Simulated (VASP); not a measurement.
Output of a VASP run:

**OSZICAR**
```
       N       E                     dE             d eps       ncg     rms          rms(c)
DAV:   1     0.684288964976E+02    0.68429E+02   -0.76454E+03  1230   0.132E+03
DAV:   2    -0.152419306949E+02   -0.83671E+02   -0.78536E+02  1247   0.242E+02
DAV:   3    -0.192329244173E+02   -0.39910E+01   -0.38760E+01  1621   0.598E+01
DAV:   4    -0.193117198576E+02   -0.78795E-01   -0.78700E-01  1448   0.790E+00
DAV:   5    -0.193138376101E+02   -0.21178E-02   -0.21171E-02  1617   0.138E+00    0.160E+01
DAV:   6    -0.245813079387E+02   -0.52675E+01   -0.55310E+01  1331   0.184E+02    0.262E+01
DAV:   7    -0.175062744080E+02    0.70750E+01   -0.16226E+01  1462   0.114E+02    0.433E+00
DAV:   8    -0.173889579130E+02    0.11732E+00   -0.24518E+00  1771   0.274E+01    0.256E+00
DAV:   9    -0.173515314223E+02    0.37426E-01   -0.31337E-01  1535   0.111E+01    0.717E-01
DAV:  10    -0.173482831036E+02    0.32483E-02   -0.14800E-02  1578   0.279E+00    0.286E-01
DAV:  11    -0.173484563582E+02   -0.17325E-03   -0.14596E-03  1463   0.300E-01    0.584E-02
DAV:  12    -0.173484942377E+02   -0.37879E-04   -0.53216E-05  1535   0.663E-02    0.247E-02
DAV:  13    -0.173484953576E+02   -0.11199E-05   -0.30051E-05  1495   0.115E-01    0.905E-03
DAV:  14    -0.173484954424E+02   -0.84786E-07   -0.27204E-06  1487   0.142E-02    0.501E-03
DAV:  15    -0.173484954749E+02   -0.32566E-07   -0.72631E-07  1635   0.200E-02
   1 F= -.17348495E+02 E0= -.17348080E+02  d E =-.173485E+02
```

File OUTCAR:
```
------------------------ aborting loop because EDIFF is reached ----------------------------------------
  FORCE on cell =-STRESS in cart. coord.  units (eV):
  Direction    XX          YY          ZZ          XY          YZ          ZX
  --------------------------------------------------------------------------------------
  Total       -1.1743046     -1.1743046     -1.1743046      0.0000000      0.0000000     -0.0000000
  in kB      -45.0944536    -45.0944536    -45.0944536      0.0000000      0.0000000     -0.0000000
  external PRESSURE =     -45.0944536 kB  Pullay stress =       0.0000000 kB
  volume of cell :       41.72
      direct lattice vectors                 reciprocal lattice vectors
     0.000000000  2.752830117  2.752830117    -0.181631259  0.181631259  0.181631259
     2.752830117  0.000000000  2.752830117     0.181631259 -0.181631259  0.181631259
     2.752830117  2.752830117  0.000000000     0.181631259  0.181631259 -0.181631259
 POSITION                                       TOTAL-FORCE (eV/Angst)
 -----------------------------------------------------------------------------------
      1.37642      1.37642      1.37642        -0.000000     -0.000000     -0.000000
      4.12925      4.12925      4.12925         0.000000      0.000000      0.000000
      0.00000      0.00000      0.00000         0.000000      0.000000     -0.000000
 -----------------------------------------------------------------------------------
    total drift:                               -0.000000     -0.000000      0.000000
  FREE ENERGIE OF THE ION-ELECTRON SYSTEM (eV)
  ---------------------------------------------------
  free  energy   TOTEN  =       -17.3484954749 eV

  energy  without entropy=      -17.3472483548  energy(sigma->0) =      -17.34807977

 reached required accuracy - stopping structural energy minimisation
```
(Selected blocks of OUTCAR.)

**POSCAR**
```
NiSi2
1
    0.0000000000     2.7528301170     2.7528301170
    2.7528301170     0.0000000000     2.7528301170
    2.7528301170     2.7528301170     0.0000000000
Si Ni
2 1
Direct
  0.2500000000   0.2500000000   0.2500000000
  0.7500000000   0.7500000000   0.7500000000
  0.0000000000   0.0000000000   0.0000000000
```

Reconstruct the remaining input files.

Several could match; the one computed here: the input of the run itself, PBE GGA, plane waves, VASP's PBE PAW potentials (set 64).

**KPOINTS**
```
K-points
0
G
  10 10 10
```

**INCAR**
```
SYSTEM = NiSi2
PREC = Accurate
ENCUT = 480
EDIFF = 1E-7
NELM = 100
ALGO = Normal
LREAL = .FALSE.
LASPH = .TRUE.
ISMEAR = 1
SIGMA = 0.1
GGA = PE
LMAXMIX = 4
LWAVE = .FALSE.
LCHARG = .FALSE.
ISIF = 2
IBRION = 2
NSW = 30
EDIFFG = -0.01
```

POTCAR, in this order: Si Ni (PBE.64 set). Program: vasp_std.

The compound is NiSi2 in the fluorite structure. This cell was strained or had an atom moved on purpose. The run is not spin-polarised, so no magnetic state was tried.
